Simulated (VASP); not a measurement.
**NbSiN3: relaxation of cell and atoms with PBE**

The system is NbSiN3.

```xyz
10
Lattice="5.5869 0.0000 0.0000 0.0000 5.5869 0.0000 0.0000 0.0000 3.9990" Properties=species:S:1:pos:R:3 pbc="T T T"
Nb    2.7934    2.7934    0.0000
Nb    0.0000    0.0000    0.0000
Si    2.7934    0.0000    1.9995
Si    0.0000    2.7934    1.9995
N     2.7934    2.7934    1.9995
N     0.0000    0.0000    1.9995
N     4.4480    3.9323    0.0000
N     1.1389    1.6546    0.0000
N     3.9323    1.1389    0.0000
N     1.6546    4.4480    0.0000
```

The cell was built by a generator and needn't be a form met in nature.

```
Program                : VASP 6.6.1
Task                   : relaxation of cell and atoms
Functional             : PBE
Potentials or basis    : VASP PAW PBE potentials, release 64 (Nb_sv, Si, N)
Cutoff                 : 520 eV
k mesh                 : 3 × 3 × 4
Occupations            : gaussian, width 0.15 eV
Spin                   : no spin polarisation
Further INCAR settings : PREC = Normal; LREAL = Auto; ALGO = Fast; EDIFF = 0.0001; IBRION = 2; EDIFFG = -0.08; NSW = 24; ISIF = 3
```

```
Relaxed volume                         : 11.34 Å³/atom
Relaxed cell                           : a = 5.291 Å, b = 5.291 Å, c = 4.049 Å, α = 90.00°, β = 90.00°, γ = 90.00°
Space group after relaxing (to 0.05 Å) : P4/mbm (No. 127)
Energy gained by relaxing              : 287.5 meV/atom
Ionic steps                            : 19
Pressure after relaxing                : 0.4 GPa
Largest force after relaxing           : 0.004 eV/Å
Band gap on the k mesh                 : none (metal or under the smearing width)
```

Forces on the atoms (eV/Å):
```
Nb   0.000  0.000  0.000
Nb   0.000  0.000  0.000
Si   0.000  0.000  0.000
Si   0.000  0.000  0.000
N    0.000  0.000  0.000
N    0.000  0.000  0.000
N    0.003 -0.003  0.000
N   -0.003  0.003  0.000
N   -0.003 -0.003  0.000
N    0.003  0.003  0.000
```

Stress tensor (GPa, compression positive):
```
0.09 0.00 0.00
0.00 0.09 0.00
0.00 0.00 1.11
```

The path:
```
step  energy change (eV)  largest force (eV/Å)  pressure (GPa)  volume (Å³)
   1              0.0000                1.4987            5.62       124.82
   2             -0.3399                1.1049           -7.02       132.90
   3             -0.3410                1.1427           -6.47       132.40
   4             -0.7093                1.1887           -7.15       131.19
   5             -1.7611                0.7099           -9.21       127.61
   6             -2.0818                0.4380           -1.49       120.60
   7             -1.1666                4.2173            9.93       117.55
   8             -2.0946                0.4219           -1.00       120.37
   9             -2.4589                0.4303           -0.72       118.70
  10             -2.4726                0.9347           -0.41       118.31
  11             -2.6817                0.4360           -3.07       118.13
  12             -2.7872                0.2111           -6.10       117.75
  13             -2.8610                0.3387           -1.14       114.21
  14             -2.8620                0.3555           -0.55       113.78
  15             -2.8620                0.3633           -0.31       113.62
  16             -2.8717                0.2004            0.09       113.49
  17             -2.8752                0.0196            0.49       113.34
  18             -2.8752                0.0478            0.43       113.37
  19             -2.8752                0.0038            0.43       113.36
```

Final structure:
```
Nb Si N
1.0
     5.29140    0.00000    0.00000
     0.00000    5.29140    0.00000
     0.00000    0.00000    4.04868
Nb Si N
2 2 6
Direct
  0.50000 0.50000 0.00000
  0.00000 0.00000 0.00000
  0.50000 0.00000 0.50000
  0.00000 0.50000 0.50000
  0.50000 0.50000 0.50000
  0.00000 0.00000 0.50000
  0.89823 0.60177 0.00000
  0.10177 0.39823 0.00000
  0.60177 0.10177 0.00000
  0.39823 0.89823 0.00000
```

Levels at points of the mesh, in eV from the Fermi level:
```csv
k point,band 29,band 30,band 31,band 32,band 33,band 34,band 35,band 36
"(0.00, 0.00, 0.00)",-2.06,-2.06,-1.13,-1.01,-0.29,-0.11,-0.11,1.17
"(0.00, 0.00, 0.50)",-0.30,-0.13,-0.13,0.42,0.46,1.22,3.01,3.01
```

It took 3 min on 1 thread of Intel(R) Xeon(R) 6975P-C (Granite Rapids) (shared host), peak memory 0.18 GiB.

Caveat: the k mesh is coarse (spacing up to 0.39 Å⁻¹), so the values aren't converged; the relaxation stopped at a loose force limit of 0.08 eV/Å, so its end isn't a converged minimum.
